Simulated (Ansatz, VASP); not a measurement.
# One calculation of Be2Ge, two programs

File INCAR:

```
SYSTEM = Be2Ge
PREC = Accurate ; ENCUT = 520
EDIFF = 1E-6 ; ISMEAR = 0
SIGMA = 0.05 ; LREAL = .False.
LASPH = .True. ; NELM = 100
ALGO = Normal ; ISIF = 2
LWAVE = .False. ; LCHARG = .False.
GGA = PE ; NBANDS = 16
```

The input KPOINTS:

```
Automatic mesh
0
Gamma
  6 6 6
  0 0 0
```

Contents of POSCAR:

```
Be2Ge
1.0
    0.0000000000      2.7424137787      2.7424137787
    2.7424137787      0.0000000000      2.7424137787
    2.7424137787      2.7424137787      0.0000000000
Ge Be
1 2
Direct
    0.0000000000      0.0000000000      0.0000000000
    0.2500000000      0.2500000000      0.2500000000
    0.7500000000      0.7500000000      0.7500000000
```

Input for Ansatz:

```yaml
crystal:
  lattice:
    - [0.0, 2.7424137787, 2.7424137787]
    - [2.7424137787, 0.0, 2.7424137787]
    - [2.7424137787, 2.7424137787, 0.0]
  atoms:
    - { symbol: Ge, position: [0.0, 0.0, 0.0] }
    - { symbol: Be, position: [0.25, 0.25, 0.25] }
    - { symbol: Be, position: [0.75, 0.75, 0.75] }
basis:
  ecutwfc: 420
kpoints:
  mp_grid: { grid: [6, 6, 6] }
hamiltonian:
  xc: pbe
scf:
  occupations: { method: gaussian, width: 0.05 }
output:
  forces: true
  stress: true
  eigenvalues: true
```

The cell comes from a database or a generator and needn't be the stable form of this composition.

Alike in both runs: task single point; functional PBE; k mesh 6 × 6 × 6; occupations gaussian, width 0.05 eV; no spin polarisation.

|  | VASP | Ansatz |
| --- | --- | --- |
| version | VASP 6.6.1 | Ansatz 0.2.0 |
| potentials or method | VASP PAW PBE potentials, release 64 (Ge_d, Be) | scalar-relativistic, plane waves, PAW |
| plane-wave cutoff (eV) | 520 | 420 |
| valence electrons in the cell | 18 | 18 |

|  | VASP | Ansatz | Ansatz less VASP |
| --- | --- | --- | --- |
| gap on the k mesh at the Fermi level (eV) | none | none | - |
| pressure (GPa) | -5.2 | -5.3 | -0.05 |

A gap of «none» marks a metal or a gap that the smearing closes. The functional is the same, so the differences come from potentials, cutoffs and numerics.
